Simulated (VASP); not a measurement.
Input for VASP

KPOINTS:
```
Regular mesh
0
Gamma
 6 6 6
0 0 0
```

POSCAR:
```
BaZrO3
4.190
  1.0000000000   0.0000000000   0.0000000000
  0.0000000000   1.0000000000   0.0000000000
  0.0000000000   0.0000000000   1.0000000000
Ba Zr O
1 1 3
Direct
  0.0000000000   0.0000000000   0.0000000000
  0.5000000000   0.5000000000   0.5000000000
  0.5000000000   0.0000000000   0.5000000000
  0.0000000000   0.5000000000   0.5000000000
  0.5000000000   0.5000000000   0.0000000000
```

**INCAR**
```
SYSTEM  =  BaZrO3
PREC  =  Accurate; ENCUT  =  400; LREAL  =  F
LASPH  =  T
EDIFF  =  1E-6; NELM  =  100; ALGO  =  Normal
LMAXMIX  =  4
ISMEAR  =  -1; SIGMA  =  0.05
ISIF  =  2
LWAVE  =  F; LCHARG  =  F
```

POTCAR, in this order: Ba_sv Zr_sv O (LDA.64 set). Program: vasp_std.

Problem. Write an equivalent input for Ansatz.

Solution. One equivalent input (not run):
Ansatz 0.2 input:
```yaml
crystal:
  lattice:
    - [4.1900000, 0.0000000, 0.0000000]
    - [0.0000000, 4.1900000, 0.0000000]
    - [0.0000000, 0.0000000, 4.1900000]
  atoms:
    - { symbol: Ba, position: [0.0000000, 0.0000000, 0.0000000] }
    - { symbol: Zr, position: [0.5000000, 0.5000000, 0.5000000] }
    - { symbol: O, position: [0.5000000, 0.0000000, 0.5000000] }
    - { symbol: O, position: [0.0000000, 0.5000000, 0.5000000] }
    - { symbol: O, position: [0.5000000, 0.5000000, 0.0000000] }
kpoints:
  mp_grid: { grid: [6, 6, 6] }
hamiltonian:
  xc: lda
  pseudopotentials: { kind: paw }
scf:
  occupations: { method: fermi_dirac, width: 0.05 }
  max_iter: 100
output: { forces: true, stress: true, eigenvalues: true }
```
What does not carry over: each code has its own PAW files, so the cut-off isn't converted (ENCUT is set for VASP's; basis.ecutwfc is left out, and Ansatz then takes the one that its files recommend); Ansatz stops its SCF on the density residual and VASP on the energy change (EDIFF); Ansatz's lda is the Perdew-Wang form, while the LDA potentials of VASP carry Perdew-Zunger's.

The structure is a typed BaZrO3 crystal (Pm-3m). The cell was not relaxed at this level.
